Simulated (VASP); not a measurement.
Data:

```yaml
crystal:
  lattice:
    - [2.46425, -4.08177, 0.00000]
    - [2.46425, 4.08177, 0.00000]
    - [0.00000, 0.00000, 4.82018]
  atoms:
    - { symbol: Ga, position: [0.15630, 0.84370, 0.91597] }
    - { symbol: Ga, position: [0.34370, 0.65630, 0.41597] }
    - { symbol: Ga, position: [0.65630, 0.34370, 0.58403] }
    - { symbol: Ga, position: [0.84370, 0.15630, 0.08403] }
```

These are vdW-DF2, VASP's PBE PAW potentials (set 64) (plane waves; VASP 6.6.1) values and carry that method's errors. Run with 520 eV cut-off, Gaussian smearing of 0.050 eV, potentials Ga_d.

Q: What does the run give for the band gap (along the path) with the smallest direct gap where there is one?

A: 
band gap (along the path): none (metal, semimetal or under 0.01 eV)

Only differences to runs with the same potentials and settings are physical.

The compound is Ga in the alpha structure. It was relaxed first, which changed the volume by +24 %.
